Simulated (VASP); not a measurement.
Level of theory: PBE GGA, VASP's PBE PAW potentials (set 64) (plane waves; VASP 6.6.1).

VASP input:

INCAR:
```
# general
SYSTEM   =  I
PREC     =  Accurate
ENCUT    =  300   # plane-wave cut-off (eV)
LREAL    =  F
LASPH    =  T

# electronic loop
EDIFF    =  1E-6
NELM     =  100
ALGO     =  Normal
LMAXMIX  =  4

# smearing
ISMEAR   =  0   # Gaussian
SIGMA    =  0.272   # width (eV)

# functional
GGA      =  PE   # PBE

# ions
ISIF     =  2

# output
LWAVE    =  F
LCHARG   =  F

# other
LDIPOL   =  T
IDIPOL   =  3
DIPOL    =  0.5 0.5 0.5
```

File POSCAR:
```
I
4.8819680
  1.0000000000   0.0000000000   0.0000000000
  0.0000000000   2.0438413361   0.0000000000
  0.0000000000   0.0000000000   5.2509580153
I
8
direct
  0.8460000000   0.8830000000   0.5708990000
  0.6540000000   0.3830000000   0.5708990000
  0.3460000000   0.6170000000   0.5708990000
  0.1540000000   0.1170000000   0.5708990000
  0.3460000000   0.8830000000   0.4291010000
  0.1540000000   0.3830000000   0.4291010000
  0.8460000000   0.6170000000   0.4291010000
  0.6540000000   0.1170000000   0.4291010000
```

**KPOINTS**
```
Automatic
0
G
  7 4 1
0 0 0
```

POTCAR, in this order: I (PBE.64 set). Program: vasp_std.

Question: What will the output report for the number of irreducible k-points (NKPTS), largest plane-wave count, number of space-group operations, FFT grid (NGX, NGY, NGZ)?

Answer: 
```yaml
number of irreducible k-points (NKPTS): 12
largest_plane_wave_count: 14788
number_of_space_group_operations: 8
FFT grid (NGX, NGY, NGZ): 28 × 56 × 150
```

The cell is a sheet with vacuum, built from a generated structure.
